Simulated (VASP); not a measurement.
A run of VASP 6.6.1 is set up as follows.

File INCAR:

```
SYSTEM = F
  PREC = Accurate
  ENCUT = 600
  EDIFF = 1E-7
  ISMEAR = 0
  SIGMA = 0.01
  LREAL = .False.
  LASPH = .True.
  NELM = 80
  ALGO = Normal
  ISIF = 2
  LWAVE = .False.
  LCHARG = .False.
  GGA = PE
  IBRION = 2
  NSW = 30
  EDIFFG = -0.005
  ISYM = 0
```

File KPOINTS:

```
Automatic mesh
0
Gamma
  1 1 1
  0 0 0
```

Contents of POSCAR:

```
F
1.0
   12.0000000000      0.0000000000      0.0000000000
    0.0000000000     12.4000000000      0.0000000000
    0.0000000000      0.0000000000     13.0000000000
F
2
Direct
    0.5000000000      0.5000000000      0.4456923077
    0.5000000000      0.5000000000      0.5543076923
```

Potentials or basis: VASP PAW PBE potentials, release 64 (F).

The run is started by

```sh
$ cat potpaw_PBE.64/F/POTCAR > POTCAR
$ mpirun -np 1 vasp_std > vasp.out
```

Task: Predict the energy gained by relaxing.

Result: 1.3 meV/atom.

Task: What does it give for the gap between the frontier levels?

Result: 3.41 eV.

Final structure:
```cif
data_structure
_symmetry_space_group_name_H-M 'P 1'
_symmetry_Int_Tables_number 1
_cell_length_a 12.0000
_cell_length_b 12.4000
_cell_length_c 13.0000
_cell_angle_alpha 90.000
_cell_angle_beta 90.000
_cell_angle_gamma 90.000
_cell_volume 1934.40
loop_
_atom_site_label
_atom_site_type_symbol
_atom_site_fract_x
_atom_site_fract_y
_atom_site_fract_z
_atom_site_occupancy
F1 F 0.50000 0.50000 0.44523 1
F2 F 0.50000 0.50000 0.55477 1
```

Expect the measured gap to be larger: semilocal functionals such as PBE lack the derivative discontinuity.
